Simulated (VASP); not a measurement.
```
P
1.0
    1.65500    -5.24000     0.00000
    1.65500     5.24000     0.00000
    0.00000     0.00000     4.38000
P
4
Cartesian
  1.65500   4.17418   4.02697
  1.65500   1.06582   1.83697
  1.65500  -1.06582   2.54303
  1.65500  -4.17418   0.35303
```

The numbers are results of PBE GGA, VASP's PBE PAW potentials (set 64) (plane waves; VASP), not measurements. Settings: 400 eV cut-off, 6×6×5 Γ-centred mesh, Gaussian smearing of 0.050 eV, potentials P.

Q: Estimate the energy per atom (σ→0), pressure.

A: 
```json
{
 "energy per atom (σ→0)": "-5.364 eV/atom",
 "pressure": "1.94 GPa"
}
```

Only differences to runs with the same potentials and settings are physical.

The compound is P in the black structure. The cell was not relaxed at this level.
